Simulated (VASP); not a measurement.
```yaml
crystal:
  lattice:
    - [0.00000, 2.76716, 2.76716]
    - [2.76716, 0.00000, 2.76716]
    - [2.76716, 2.76716, 0.00000]
  atoms:
    - { symbol: Pt, position: [0.00000, 0.00000, 0.00000] }
    - { symbol: Al, position: [0.25000, 0.25000, 0.25000] }
```

All values below come from PBEsol GGA, VASP's PBE PAW potentials (set 64) (plane waves; VASP). Settings: 400 eV cut-off, 10×10×10 Γ-centred mesh, first-order Methfessel-Paxton smearing of 0.10 eV, potentials Pt Al.

Unless said otherwise, spin-orbit coupling is left out, though it shifts the bands of the heavy elements here.

Task: What does the run give for the energy per atom (σ→0), band gap (on the k-mesh) with the smallest direct gap where there is one?

Result: 
The band gap (on the k-mesh) is none (metal, semimetal or under 0.01 eV). The energy per atom (σ→0) comes out as -5.731 eV/atom.

Only differences to runs with the same potentials and settings are physical.

The structure was generated: PtAl was put into the zinc blende type (F-43m), which need not be its known phase. It was relaxed first, which changed the volume by -19 %. The start is the result of an earlier pass. The electron count is odd and the run is not spin-polarised, which forces a metal.
